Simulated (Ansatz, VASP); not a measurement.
# One calculation of RbGe4N2, two programs

```
CELL_PARAMETERS angstrom
-3.72406 3.72406 2.79484
3.72406 -3.72406 2.79484
3.72406 3.72406 -2.79484
ATOMIC_POSITIONS crystal
Rb 0.00000 0.00000 0.00000
Ge 0.80129 0.50000 0.30129
Ge 0.50000 0.80129 0.30129
Ge 0.50000 0.19871 0.69871
Ge 0.19871 0.50000 0.69871
N 0.25000 0.75000 0.50000
N 0.75000 0.25000 0.50000
```

Change from the starting cell: species swapped into the BaNi2P4 type (I4/mmm, No. 139).

Alike in both runs: functional PBE; k mesh 8 × 8 × 8; occupations gaussian, width 0.1 eV; no spin polarisation.

Ansatz relaxed the structure, and its values are those at the end. VASP's run is a single point on that final structure, the one shown.

|  | VASP | Ansatz |
| --- | --- | --- |
| version | VASP 6.6.1 | Ansatz 0.2.0 |
| potentials or method | VASP PAW PBE potentials, release 64 (Rb_sv, Ge_d, N) | scalar-relativistic, plane waves, PAW |
| plane-wave cutoff (eV) | 520 | 420 |
| valence electrons in the cell | 75 | 75 |

```csv
,VASP,Ansatz,Ansatz less VASP
gap on the k mesh at the Fermi level (eV),none,none,-
pressure (GPa),0.1,0.0,-0.02
rms of the force components (eV/Å),0.006,0.000,-0.0057
```

A gap of «none» marks a metal or a gap that the smearing closes. The functional is the same, so the differences come from potentials, cutoffs and numerics.
